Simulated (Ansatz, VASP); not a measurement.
# TaRu in two plane-wave programs

Aim: how closely do two programs agree when they are given the same cell, functional and k mesh? The cell is taken from a series of runs on this material, whose earlier steps may have relaxed, scaled, displaced or heated it; both programs get it as it stands.

Method: plane waves, with VASP 6.6.1 beside it; single point at PBEsol, in Ansatz 0.2.0.

### Step 1. The structure

It takes space group Pm-3m (No. 221, cubic). The conventional cell has a = 3.187 Å, b = 3.187 Å, c = 3.187 Å, α = 90.00°, β = 90.00°, γ = 90.00°. Ta has 8 Ru at 2.76 Å nearest. Ru has 8 Ta at 2.76 Å nearest. Farther neighbours are not listed.

### Step 2. Ansatz: single point, PBEsol

Ansatz runs on its PAW soft_1 files.

A single point gives forces, pressure and levels at one fixed geometry, so differences don't come from the geometry; what else differs is listed under the comparison.

The input, input.yaml:

```yaml
crystal:
  lattice:
    - [3.187, 0.0, 0.0]
    - [0.0, 3.187, 0.0]
    - [0.0, 0.0, 3.187]
  atoms:
    - { symbol: Ta, position: [0.5, 0.5, 0.5] }
    - { symbol: Ru, position: [0.0, 0.0, 0.0] }
kpoints:
  mp_grid: { grid: [6, 6, 6] }
hamiltonian:
  xc: pbesol
  pseudopotentials: { kind: paw, azcp: { folder: soft_1 }, xc_functional: pbe }
scf:
  occupations: { method: gaussian, width: 0.1 }
output:
  forces: true
  stress: true
  eigenvalues: true
```

Command:

```bash
ansatz run input.yaml --threads 4 --pin off --max-ram 12288MiB --backend cpu --events-out ev --progress --plain --runs-dir out
```

Numbers of over 12 decimals in the logs are rounded to 6 here.

Log:

```text
Engine: ansatz 0.2.0, x86_64-unknown-linux-gnu
Pseudopotentials: kind: paw
Pseudopotential: Ta, paw, valence charge 13, recommended cutoff 420 eV (normal), soft_1/Ta.paw.azcp
Pseudopotential: Ru, paw, valence charge 16, recommended cutoff 420 eV (normal), soft_1/Ru.paw.azcp
Functional definition: PBEsol
  exchange = pbesol_x
  correlation = pbesol_c
Crystal: 2 atoms, lattice volume = 32.370 Å³
Basis set: ecut = 420 eV, 619 PW (Γ), exchange–correlation on 48×48×48 points (8 copies of the dense FFT grid, shifted against one another)
Bands: 19, of which v1, the nominal top of the filled ones, is band 15 counted from 1 (14 counted from 0)
Symmetry: 48 space group operations
Space group: Pm-3m (ITA 221), of the structure as read, at distance tolerance 3.2e-5 Å
k-points: 20 of 216
Non-local potential: Ta, projectors of the file, l = 0: 3, l = 1: 2, l = 2: 2, l = 3: 1
Non-local potential: Ru, projectors of the file, l = 0: 3, l = 1: 2, l = 2: 2, l = 3: 1
PAW form: soft (Blöchl's): semilocal exchange-correlation on the pseudo side does not see the compensation charge
PAW frozen core: Ta, regenerated for the run's functional, and the local potential with it (the file was generated under x = pbe(κ = 0.804, μ = 0.219515), c = pbe(β = 0.066725))
PAW frozen core: Ru, regenerated for the run's functional, and the local potential with it (the file was generated under x = pbe(κ = 0.804, μ = 0.219515), c = pbe(β = 0.066725))
PAW one-centre angular grid: Ta, 590 points (default); XC on 64 Gauss nodes
PAW one-centre angular grid: Ru, 590 points (default); XC on 64 Gauss nodes
Initial density: superposition of atomic densities (chi_scale 0.1, normalization cell, long waves kept (reshape's long-wave potential 0.00 eV rms))
Initial wavefunctions: pseudopotential atomic-orbital guess
Functional: x = pbesol(κ = 0.804, μ = 0.123457), c = pbesol(β = 0.046)
SCF iter   1: F=—  HF=-15628.760761 eV  |F-HF|=—  |Δ(HF+E_count)|=         —  Δρ=2.45e-1  dr2=3.24e1  ethr=3.10e-3  ⟨swp⟩=4.8  Hψ=1512  notcnv=0
preconditioner: auto → none  [insulator: Δε(μ)=0.170 eV  Ē_g=5.610 eV  σ=0.100 eV  W_gap=0.76  n_scr=6 (ndim 8)  ℏωp=23.5 eV  f_vac=0.000  D(μ)=1.23/eV (n_scr^D=6)  ε∞_Penn≈18.6]
SCF iter   2: F=—  HF=-15624.962961 eV  |F-HF|=—  |Δ(HF+E_count)|=    3.80e0  Δρ=9.28e-2  dr2=5.27e0  ethr=3.10e-3  ⟨swp⟩=2.1  Hψ=911  notcnv=0  defer=11
SCF iter   3: F=—  HF=-15624.440068 eV  |F-HF|=—  |Δ(HF+E_count)|=   5.23e-1  Δρ=1.45e-2  dr2=3.82e-2  ethr=3.10e-3  ⟨swp⟩=2.1  Hψ=600  notcnv=0  defer=10
SCF iter   4: F=—  HF=-15624.435440 eV  |F-HF|=—  |Δ(HF+E_count)|=   4.63e-3  Δρ=4.97e-3  dr2=1.15e-2  ethr=1.32e-4  ⟨swp⟩=2.6  Hψ=625  notcnv=0  defer=5
SCF iter   5: F=—  HF=-15624.434488 eV  |F-HF|=—  |Δ(HF+E_count)|=   9.53e-4  Δρ=1.45e-3  dr2=2.08e-4  ethr=3.97e-5  ⟨swp⟩=1.3  Hψ=391  notcnv=0  defer=4
SCF iter   6: F=—  HF=-15624.434452 eV  |F-HF|=—  |Δ(HF+E_count)|=   3.59e-5  Δρ=5.40e-4  dr2=3.43e-5  ethr=7.18e-7  ⟨swp⟩=1.2  Hψ=396  notcnv=0  defer=4
SCF iter   7: F=—  HF=-15624.434445 eV  |F-HF|=—  |Δ(HF+E_count)|=   7.05e-6  Δρ=9.67e-5  dr2=1.59e-6  ethr=1.18e-7  ⟨swp⟩=1.8  Hψ=594  notcnv=0  defer=4
SCF iter   8: F=-15624.434444 eV  HF=-15624.434444 eV  |F-HF|=1.74e-9  |Δ(HF+E_count)|=   2.46e-7  Δρ=5.34e-6  dr2=3.07e-9  ethr=3.45e-10  ⟨swp⟩=5.5  Hψ=1588  notcnv=0
SCF 1 converged in 8 iterations: F = -15624.434444 eV  dr2 = 3.07e-9
  greatest PAW one-centre occupation: 1.000 electrons in one spin orbital (limit 2), on the Ru atom at site 1 (counted from 0), in its partial waves of l = 0
SCF converged after 8 iterations
Free energy (F): -15624.434444 eV
Harris-Foulkes:  -15624.434444 eV  (|F-HF|=1.74e-9)
Internal energy: -15624.416070 eV  (E = F + TS)
E sigma→0 (E₀):  -15624.425257 eV
Entropy (-TS):   -0.018375 eV (-9.187 meV/atom)
Fermi energy:    20.711367 eV
--- Per-component energies (eV) ---
  E_band       = -195.953060
  E_kinetic    = 849.804343
  E_local      = -1976.982753  (includes V_loc(G=0)·N_el)
  E_nonlocal   = 407.184745
  E_hartree    = 681.567395
  E_xc         = -486.828670
  E_vxc        = -446.570410  (∫ρ·V_xc dr)
  E_paw        = -11621.807722  (= ΣΔE_a)
  E_vpaw       = -392.523200  (= ΣTr[D̂ρ^β])
  E_aug_tail   = 0.000736  (compensation charges beyond the density's cutoff)
  E_ewald      = -3477.821154
  E_core_change = 0.467009  (= ΣΔE_core)
  E_smearing   = -0.018375  (= −TS)
  E_closure    = -0.000000  (closes the sum)
  Σ components = -15624.434444   (vs F -15624.434444, Δ=0.00e0)
--- Forces (eV/Å), atoms counted from 1 ---
  atom   1  Ta     0.00000000     0.00000000    -0.00000000
  atom   2  Ru    -0.00000000     0.00000000     0.00000000
  max |Σ_I F_I| component: 1.99e-29 eV/Å
--- Stress (GPa, compression-positive) ---
      -11.092938       0.000000       0.000000
       -0.000000     -11.092938       0.000000
        0.000000       0.000000     -11.092938
  P = ⅓ Tr σ = -11.0929 GPa (-110.929 kbar)
--- Band table (eV; the first three rows and the last of 20) ---
  k-point 0: bands = [... 11 lower, 18.4281, 18.4281, 18.4281, 21.7489, 21.7489, 24.7688, 24.7688, 24.7688]
  k-point 1: bands = [... 11 lower, 18.3834, 18.3834, 18.6219, 21.0866, 21.9683, 23.2644, 23.2644, 24.3709]
  k-point 2: bands = [... 11 lower, 18.3696, 18.3696, 19.0914, 19.5904, 21.4768, 21.4768, 22.0345, 23.5179]
  k-point 19: bands = [... 11 lower, 17.8352, 17.8352, 17.8352, 20.4710, 20.4710, 24.9771, 24.9771, 27.6134]
```

In the SCF lines HF is the Harris–Foulkes energy and dr2 the Hartree energy of the density residual, in eV; the loop may stop once dr2 is under the threshold and the program's other checks hold. Hψ counts applications of the Hamiltonian.

The run ends at a pressure of -11.09 GPa.

### Step 3. VASP: single point, PBEsol

The same cell, functional, mesh and smearing now go to VASP, with its own data sets.

Lines of VASP's logs that name or quote its potential files are left out, and so is its time.

The input, INCAR:

```
SYSTEM = TaRu
PREC = Accurate
ENCUT = 500
EDIFF = 1E-06
NELM = 120
ISMEAR = 0
SIGMA = 0.1
LREAL = .FALSE.
ALGO = Normal
GGA = PS
NBANDS = 18
LASPH = .TRUE.
LORBIT = 11
LWAVE = .FALSE.
LCHARG = .FALSE.
ISIF = 2
GGA_COMPAT = .FALSE.
```

The input, POSCAR:

```
TaRu
1.0
    3.1870000000      0.0000000000      0.0000000000
    0.0000000000      3.1870000000      0.0000000000
    0.0000000000      0.0000000000      3.1870000000
Ta Ru
1 1
Direct
    0.5000000000      0.5000000000      0.5000000000
    0.0000000000      0.0000000000      0.0000000000
```

The input, KPOINTS:

```
Automatic mesh
0
Gamma
6 6 6
0 0 0
```

The projector-augmented-wave data sets are Ta_pv and Ru_pv (PBE family, release 64).

Command:

```bash
mpirun -np 1 vasp_std
```

Log:

```text
[banner, memory and clock lines left out]
running    1 mpi-ranks, on    1 nodes
 distrk:  each k-point on    1 cores,    1 groups
 distr:  one band on    1 cores,    1 groups

 POSCAR found type information on POSCAR TaRu
 POSCAR found :  2 types and       2 ions
|                                                                             |
|               ----> ADVICE to this user running VASP <----                  |
|                                                                             |
|     You enforced a specific xc type in the INCAR file but a different       |
|     [... a line on the potential file left out ...]
|     I HOPE YOU KNOW WHAT YOU ARE DOING!                                     |
|                                                                             |

 LDA part: xc-table for (Slater+PW92), standard interpolation
 POSCAR, INCAR and KPOINTS ok, starting setup
 FFT: planning ... GRIDC
 FFT: planning ... GRID_SOFT
 FFT: planning ... GRID
 WAVECAR not read
 entering main loop
       N       E                     dE             d eps       ncg     rms          rms(c)
DAV:   1     0.218283670990E+03    0.21828E+03   -0.14144E+04   720   0.138E+03
DAV:   2    -0.194915306138E+02   -0.23778E+03   -0.23373E+03   804   0.422E+02
DAV:   3    -0.244703175118E+02   -0.49788E+01   -0.49243E+01   850   0.622E+01
DAV:   4    -0.245209913431E+02   -0.50674E-01   -0.50614E-01   810   0.594E+00
DAV:   5    -0.245219173397E+02   -0.92600E-03   -0.92582E-03   854   0.674E-01    0.179E+01
DAV:   6    -0.235062262736E+02    0.10157E+01   -0.25659E+00   760   0.141E+01    0.705E+00
DAV:   7    -0.235762360673E+02   -0.70010E-01   -0.33922E+00   760   0.101E+01    0.615E+00
DAV:   8    -0.231959038060E+02    0.38033E+00   -0.17001E+00   748   0.812E+00    0.749E-01
DAV:   9    -0.231912408475E+02    0.46630E-02   -0.14745E-02   758   0.992E-01    0.205E-01
DAV:  10    -0.231911315767E+02    0.10927E-03   -0.49586E-04   914   0.235E-01    0.601E-02
DAV:  11    -0.231911228245E+02    0.87522E-05   -0.28304E-05   784   0.423E-02    0.208E-02
DAV:  12    -0.231911204047E+02    0.24197E-05   -0.95444E-06   764   0.276E-02    0.170E-03
DAV:  13    -0.231911204508E+02   -0.46045E-07   -0.12625E-07   368   0.283E-03
   1 F= -.23191120E+02 E0= -.23181905E+02  d E =-.184318E-01
```

Parts of OUTCAR (step 3):

```text
ion  position               nearest neighbor table
   1  0.500  0.500  0.500-   2 2.76   2 2.76   2 2.76   2 2.76   2 2.76   2 2.76   2 2.76   2 2.76

  LATTYP: Found a simple cubic cell.
 ALAT       =     3.1870000000

 Subroutine GETGRP returns: Found 48 space group operations
 (whereof 48 operations were pure point group operations)

The static configuration has the point symmetry O_h .

 Found     20 irreducible k-points:

   k-points           NKPTS =     20   k-points in BZ     NKDIM =     20   number of bands    NBANDS=     18

   dimension x,y,z NGX =    24 NGY =   24 NGZ =   24
   dimension x,y,z NGXF=    48 NGYF=   48 NGZF=   48

   ENCUT  =  500.0 eV  36.75 Ry    6.06 a.u.   5.81  5.81  5.81*2*pi/ulx,y,z

   NELECT =      25.0000    total number of electrons

 k-points in reciprocal lattice and weights: Automatic mesh
   0.00000000  0.00000000  0.00000000       0.005
   0.16666667  0.00000000  0.00000000       0.028
   0.33333333  0.00000000  0.00000000       0.028
   0.50000000  0.00000000  0.00000000       0.014
   0.16666667  0.16666667  0.00000000       0.056
   0.33333333  0.16666667  0.00000000       0.111
   0.50000000  0.16666667  0.00000000       0.056
   0.33333333  0.33333333  0.00000000       0.056
   0.50000000  0.33333333  0.00000000       0.056
[...]
0.50000000  0.50000000  0.33333333       0.028
   0.50000000  0.50000000  0.50000000       0.005

 average (electrostatic) potential at core
       1 -34.1233       2 -70.8951

 E-fermi :   9.0746

 k-point     1 :       0.0000    0.0000    0.0000
  band No.  band energies     occupation
    ...
      8       3.3147      2.00000
      9       3.3147      2.00000
     10       6.7947      2.00000
     11       6.7947      2.00000
     12       6.7947      2.00000
     13      10.1111      0.00000
     14      10.1111      0.00000
     15      13.1232      0.00000
     16      13.1232      0.00000
     17      13.1232      0.00000
    ...

 k-point     2 :       0.1667    0.0000    0.0000
  band No.  band energies     occupation
    ...
      8       3.6161      2.00000
      9       3.7465      2.00000
     10       6.7501      2.00000
     11       6.7501      2.00000
     12       6.9889      2.00000
     13       9.4507      0.00000
     14      10.3295      0.00000
     15      11.6258      0.00000
     16      11.6258      0.00000
     17      12.7263      0.00000
    ...

 k-point     3 :       0.3333    0.0000    0.0000
  band No.  band energies     occupation
    ...
      9       4.5377      2.00000
     10       6.7372      2.00000
     11       6.7372      2.00000
     12       7.4601      2.00000
     13       7.9550      2.00000
     14       9.8379      0.00000
     15       9.8379      0.00000
     16      10.3960      0.00000
     17      11.8732      0.00000
     18      13.5288      0.00000

  Total       -2.2156711     -2.2156711     -2.2156711     -0.0000000      0.0000000     -0.0000000
  in kB     -109.6654133   -109.6654133   -109.6654133     -0.0000000      0.0000000     -0.0000000
  external PRESSURE =    -109.6654133 kB  Pullay stress =       0.0000000 kB

  energy-cutoff  :      500.00
  volume of cell :       32.37
      direct lattice vectors                 reciprocal lattice vectors
     3.187000000  0.000000000  0.000000000     0.313774710  0.000000000  0.000000000
     0.000000000  3.187000000  0.000000000     0.000000000  0.313774710  0.000000000
     0.000000000  0.000000000  3.187000000     0.000000000  0.000000000  0.313774710

 POSITION                                       TOTAL-FORCE (eV/Angst)
 -----------------------------------------------------------------------------------
      1.59350      1.59350      1.59350         0.000000      0.000000      0.000000
      0.00000      0.00000      0.00000         0.000000      0.000000      0.000000
 -----------------------------------------------------------------------------------
    total drift:                                0.000000      0.000000     -0.000000

  FREE ENERGIE OF THE ION-ELECTRON SYSTEM (eV)
  ---------------------------------------------------
  free  energy   TOTEN  =       -23.1911204508 eV

  energy  without entropy=      -23.1726886305  energy(sigma->0) =      -23.18190454

 total charge
# of ion       s       p       d       tot
------------------------------------------
    1        0.372   6.205   2.210   8.787
    2        0.383   6.263   6.041  12.687
--------------------------------------------------
tot          0.755  12.468   8.251  21.474

[... 3 further parts left out ...]
```

The k-mesh is coarse for a metal.

The run ends at a pressure of -10.97 GPa.

### Step 4. Differences

Known differences besides the potentials themselves: the data sets hold 29 valence electrons in Ansatz (on its PAW soft_1 files) and 25 in VASP; the cutoff is 420 eV in Ansatz and 500 eV in VASP; Ansatz makes its cores anew for this functional, VASP keeps those of its PBE data sets. Total energies have different zeros and are not compared.

Compared:

```tsv
quantity	Ansatz	VASP	difference
pressure (GPa)	-11.09	-10.97	-0.13
```

### Step 5. Summary of results

```yaml
difference_in_pressure_single_point_pbesol: -0.13 GPa
```

What this shows: The difference in pressure is -0.13 GPa (single point, PBEsol), within the 1 GPa picked in this series as the mark of a large difference. The data sets hold unlike numbers of valence electrons (29 in Ansatz and 25 in VASP), so part of the differences comes from the potentials. Such differences can come from data sets, numerical settings and the points named under the comparisons, not from the functional's error against experiment.

[Lines on the potential files, build, host, timing and source positions are cut from VASP's logs without a mark.]

[Logs are printed without paths, hosts, clocks, repeated set-up lines and the standing remarks that a program may print on its own settings, such as how far it seeks lower states.]

[Hosts, paths, dates, database ids (printed as entryN), source tags and the programs' standing remarks are cut or masked in the printed files.]
